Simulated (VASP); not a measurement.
# SrMg3O4 (P4/mmm) in VASP: settings compared, part 2 of 2

VASP 6.6.1.

**4. Single point, vdW-DF**

The input, INCAR:

```
PREC = Accurate
ENCUT = 520
EDIFF = 1E-6
ISMEAR = -5
SIGMA = 0.05
LREAL = False
LASPH = True
NELM = 60
ALGO = Fast
ISIF = 2
LWAVE = False
LCHARG = False
GGA = RE
LUSE_VDW = True
AGGAC = 0.0
NBANDS = 30
```

The input, KPOINTS:

```
regular mesh
0
Gamma
  8 8 3
```

The input, POSCAR:

```
SrMg3O4
1.0
    3.3014960000      0.0000000000      0.0000000000
    0.0000000000      3.3014960000      0.0000000000
    0.0000000000      0.0000000000      8.9796080000
Sr Mg O
1 3 4
Direct
    0.0000000000      0.0000000000      0.0000000000
    0.5000000000      0.5000000000      0.2723470000
    0.0000000000      0.0000000000      0.5000000000
    0.5000000000      0.5000000000      0.7276530000
    0.5000000000      0.5000000000      0.5000000000
    0.0000000000      0.0000000000      0.7250160000
    0.5000000000      0.5000000000      0.0000000000
    0.0000000000      0.0000000000      0.2749840000
```

Potentials or basis: VASP PAW PBE potentials, release 64 (Sr_sv, Mg, O).

On the command line:

```bash
cat potpaw_PBE.64/Sr_sv/POTCAR potpaw_PBE.64/Mg/POTCAR potpaw_PBE.64/O/POTCAR > POTCAR
mpirun -np 1 vasp_std > vasp.out
```

OUTCAR:

```text
PREC = Accurate
   ENCUT = 520
   EDIFF = 1E-6
   ISMEAR = -5
   LREAL = False
   LASPH = True
   NELM = 60
   ISIF = 2
   GGA = RE

 ion  position               nearest neighbor table
   1  0.000  0.000  0.000-   7 2.33   7 2.33   7 2.33   7 2.33   8 2.47   6 2.47   4 3.38   4 3.38
                             2 3.38   4 3.38   2 3.38   2 3.38   4 3.38   2 3.38
   2  0.500  0.500  0.272-   5 2.04   8 2.33   8 2.33   8 2.33   8 2.33   7 2.45   3 3.10   3 3.10
                             3 3.10   3 3.10   1 3.38   1 3.38   1 3.38   1 3.38
   3  0.000  0.000  0.500-   6 2.02   8 2.02   5 2.33   5 2.33   5 2.33   5 2.33   4 3.10   4 3.10
                             2 3.10   4 3.10   2 3.10   2 3.10   4 3.10   2 3.10
   4  0.500  0.500  0.728-   5 2.04   6 2.33   6 2.33   6 2.33   6 2.33   7 2.45   3 3.10   3 3.10
                             3 3.10   3 3.10   1 3.38   1 3.38   1 3.38   1 3.38
   5  0.500  0.500  0.500-   2 2.04   4 2.04   3 2.33   3 2.33   3 2.33   3 2.33
   6  0.000  0.000  0.725-   3 2.02   4 2.33   4 2.33   4 2.33   4 2.33   1 2.47
   7  0.500  0.500  0.000-   1 2.33   1 2.33   1 2.33   1 2.33   4 2.45   2 2.45
   8  0.000  0.000  0.275-   3 2.02   2 2.33   2 2.33   2 2.33   2 2.33   1 2.47

  LATTYP: Found a simple tetragonal cell.
 ALAT       =     3.3014960000
 C/A-ratio  =     2.7198603300

  Lattice vectors:

 A1 = (   3.3014960000,   0.0000000000,   0.0000000000)
[... 992 lines left out ...]
     29      13.5368      0.00000
     30      13.7450      0.00000

 [... further k-points ...]

------------------------ aborting loop because EDIFF is reached ----------------------------------------

  FORCE on cell =-STRESS in cart. coord.  units (eV):
  Direction    XX          YY          ZZ          XY          YZ          ZX
  --------------------------------------------------------------------------------------
  -------------------------------------------------------------------------------------
  Total        1.3148855      1.3148855      1.1091254      0.0000000      0.0000000      0.0000000
  in kB       21.5238321     21.5238321     18.1556709      0.0000000      0.0000000      0.0000000
  external PRESSURE =      20.4011117 kB  Pullay stress =       0.0000000 kB

 VOLUME and BASIS-vectors are now :
 -----------------------------------------------------------------------------
  energy-cutoff  :      520.00
  volume of cell :       97.88
      direct lattice vectors                 reciprocal lattice vectors
     3.301496000  0.000000000  0.000000000     0.302892992  0.000000000  0.000000000
     0.000000000  3.301496000  0.000000000     0.000000000  0.302892992  0.000000000
     0.000000000  0.000000000  8.979608000     0.000000000  0.000000000  0.111363436

 POSITION                                       TOTAL-FORCE (eV/Angst)
 -----------------------------------------------------------------------------------
      0.00000      0.00000      0.00000        -0.000000     -0.000000      0.000000
      1.65075      1.65075      2.44557        -0.000000      0.000000      0.047881
      0.00000      0.00000      4.48980        -0.000000     -0.000000      0.000000
      1.65075      1.65075      6.53404         0.000000      0.000000     -0.047881
      1.65075      1.65075      4.48980        -0.000000     -0.000000      0.000000
      0.00000      0.00000      6.51036        -0.000000     -0.000000     -0.099206
      1.65075      1.65075      0.00000        -0.000000     -0.000000      0.000000
      0.00000      0.00000      2.46925         0.000000     -0.000000      0.099206
 -----------------------------------------------------------------------------------
    total drift:                                0.000000      0.000000      0.000000

  FREE ENERGIE OF THE ION-ELECTRON SYSTEM (eV)
  ---------------------------------------------------
  free  energy   TOTEN  =       -31.0425818608 eV

  energy  without entropy=      -31.0425818608  energy(sigma->0) =      -31.04258186

Total vdW correction in eV:      9.2530039
```

OSZICAR:

```text
N       E                     dE             d eps       ncg     rms          rms(c)
DAV:   1     0.233324935318E+03    0.23332E+03   -0.20480E+04  1800   0.125E+03
DAV:   2    -0.249835566849E+02   -0.25831E+03   -0.25073E+03  2292   0.267E+02
DAV:   3    -0.396747749057E+02   -0.14691E+02   -0.14613E+02  2268   0.659E+01
DAV:   4    -0.401290936479E+02   -0.45432E+00   -0.45357E+00  2846   0.875E+00
DAV:   5    -0.401329235247E+02   -0.38299E-02   -0.38298E-02  2238   0.856E-01    0.311E+01
RMM:   6    -0.312275970315E+02    0.89053E+01   -0.31726E+01  1835   0.247E+01    0.260E+01
RMM:   7    -0.311457208714E+02    0.81876E-01   -0.17442E+00  2170   0.540E+00    0.180E+01
RMM:   8    -0.310630819940E+02    0.82639E-01   -0.78250E-01  2248   0.582E+00    0.557E+00
RMM:   9    -0.310366704496E+02    0.26412E-01   -0.14342E-01  2429   0.157E+00    0.145E+00
RMM:  10    -0.310404628071E+02   -0.37924E-02   -0.35528E-02  2577   0.689E-01    0.500E-01
RMM:  11    -0.310421132751E+02   -0.16505E-02   -0.95057E-03  2533   0.406E-01    0.147E-01
RMM:  12    -0.310424365177E+02   -0.32324E-03   -0.28235E-03  2817   0.184E-01    0.796E-02
RMM:  13    -0.310425321067E+02   -0.95589E-04   -0.78248E-04  2948   0.901E-02    0.336E-02
RMM:  14    -0.310425633283E+02   -0.31222E-04   -0.29154E-04  3085   0.484E-02    0.321E-02
RMM:  15    -0.310425750602E+02   -0.11732E-04   -0.10308E-04  2955   0.298E-02    0.115E-02
RMM:  16    -0.310425794901E+02   -0.44298E-05   -0.40667E-05  2766   0.187E-02    0.375E-03
RMM:  17    -0.310425811192E+02   -0.16291E-05   -0.14652E-05  2298   0.114E-02    0.161E-03
RMM:  18    -0.310425818608E+02   -0.74169E-06   -0.67765E-06  2186   0.798E-03
   1 F= -.31042582E+02 E0= -.31042582E+02  d E =0.000000E+00
```

Run time: 2.4 min. Hardware: 1 thread of Intel Xeon 6975P-C (Granite Rapids), shared host; peak memory 0.57 GiB.

Results:

```
Free energy            : -31.0426 eV
Pressure               : 2.0 GPa
Largest force          : 0.099 eV/Å
Band gap on the k mesh : 2.43 eV, indirect (least direct gap 2.61 eV)
```

Forces on the atoms (eV/Å):
```
Sr   0.000  0.000  0.000
Mg   0.000  0.000  0.048
Mg   0.000  0.000  0.000
Mg   0.000  0.000 -0.048
O    0.000  0.000  0.000
O    0.000  0.000 -0.099
O    0.000  0.000  0.000
O    0.000  0.000  0.099
```

Caveat: the PAW data sets were made with another functional, which shifts forces and pressure a little; an odd mesh through Γ misses points on the zone boundary, where band edges often lie.

**5. The runs side by side**

| task | level | potentials or basis | cell | k mesh | cutoff (eV) | smearing | supercell matrix | temperature | mesh quality | gap on the mesh (eV) | pressure (GPa) | largest force (eV/Å) |
| --- | --- | --- | --- | --- | --- | --- | --- | --- | --- | --- | --- | --- |
| molecular dynamics | LDA | VASP PAW LDA potentials, release 64 (Sr_sv, Mg, O_s) | cell strained at random at fixed volume | 3 × 3 × 1 | 300 | fermi-dirac 0.1 eV | [1, 0, 0, 0, 1, 0, 0, 0, 1] | 500 | coarse | - | - | - |
| single point | TPSS+D2 | VASP PAW PBE potentials, release 64 (Sr_sv_GW, Mg_sv_GW, O_GW) | as given | 8 × 8 × 3 | 600 | gaussian 0.05 eV | - | - | not flagged | 2.28 | -8.4 | 0.06 |
| single point | vdW-DF | VASP PAW PBE potentials, release 64 (Sr_sv, Mg, O) | as given | 8 × 8 × 3 | 520 | tetrahedron | - | - | not flagged | 2.43 | 2.0 | 0.10 |

Alike in all rows: no spin polarisation.

Caveats: some runs use coarse meshes; the PAW data sets were made with another functional, which shifts forces and pressure a little (some runs); an odd mesh through Γ misses points on the zone boundary, where band edges often lie (some runs); the cutoff is under 1.25 times the usual one of these potentials, so pressure, stress and relaxed cells hold a basis-set (Pulay) error (some runs).

Absolute energies hang on the potentials; compare differences alone.
